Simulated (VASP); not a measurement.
```
CELL_PARAMETERS angstrom
      3.30665     0.00000     0.00000
      0.00000     3.30665     0.00000
      0.00000     0.00000     3.30665
ATOMIC_POSITIONS crystal
  Ga 0.00000 0.00000 0.00000
  As 0.50000 0.50000 0.50000
```

Method: PBEsol GGA, VASP's PBE PAW potentials (set 64) (plane waves; VASP). Numerical set-up: 400 eV cut-off, Gaussian smearing of 0.050 eV, potentials Ga_d As.

Question: Give the energies of bands 7 to 12 at the high-symmetry points, in eV from the Fermi level.

Answer: 
```csv
band,Γ,X,M,R
7,-1.97,-8.61,-5.49,-2.77
8,-0.71,1.43,-5.49,-2.77
9,-0.71,1.43,-4.86,-2.77
10,-0.71,2.83,2.39,-2.20
11,4.69,3.50,7.19,-0.66
12,4.69,4.77,7.25,-0.66
```

It has no gap at this level: it comes out as a metal or semimetal.

The structure was generated: GaAs was put into the CsCl type type (Pm-3m), which need not be its known phase. It was relaxed first, which changed the volume by +18 %. VASP warned that the highest band is occupied, so more bands are needed.
